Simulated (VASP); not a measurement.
Input:

```
CELL_PARAMETERS angstrom
      0.00000     2.64436     2.64436
      2.64436     0.00000     2.64436
      2.64436     2.64436     0.00000
ATOMIC_POSITIONS crystal
  Si 0.25000 0.25000 0.25000
  Si 0.75000 0.75000 0.75000
  Ni 0.00000 0.00000 0.00000
```

These are PBEsol GGA, VASP's PBE PAW potentials (set 64) (plane waves; VASP 6.6.1) values and carry that method's errors. Settings: 520 eV cut-off, 10×10×10 Γ-centred mesh, first-order Methfessel-Paxton smearing of 0.10 eV, potentials Si Ni.

**Question.** Give the stress tensor in GPa (positive for a compressed cell).

**Answer.** 
```
10.75   0.00   0.00
 0.00  10.75   0.00
 0.00   0.00  10.75
```
The pressure is its mean diagonal, 10.75 GPa.

The compound is NiSi2 in the fluorite structure. This cell is one point of a volume scan, at 0.94 of the reference volume. The run is not spin-polarised, so no magnetic state was tried.
